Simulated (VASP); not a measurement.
Given:

```yaml
crystal:
  lattice:
    - [1.37000, -2.37291, 0.00000]
    - [1.37000, 2.37291, 0.00000]
    - [0.00000, 0.00000, 4.39000]
  atoms:
    - { symbol: Tc, position: [0.33333, 0.66667, 0.25000] }
    - { symbol: Tc, position: [0.66667, 0.33333, 0.75000] }
```

Level of theory: PBE GGA, VASP's PBE PAW potentials (set 64) (plane waves; VASP). Run with 400 eV cut-off, 14×14×8 Γ-centred mesh, tetrahedra with Blöchl corrections, potentials Tc_pv.

For a metal the tetrahedron method with Blöchl corrections gives inexact stress and forces.

### Question
Estimate the energy per atom (σ→0), pressure, band gap (on the k-mesh) with the smallest direct gap where there is one.

### Answer

| Quantity | Result |
|---|---|
| band gap (on the k-mesh) | none (metal, semimetal or under 0.01 eV) |
| energy per atom (σ→0) | -10.349 eV/atom |
| pressure | 1.78 GPa |

The compound is Tc in the hcp structure. The cell was not relaxed at this level. The run is one of a series of settings (ISMEAR = -5, SIGMA removed against the base run), some of them coarse on purpose.
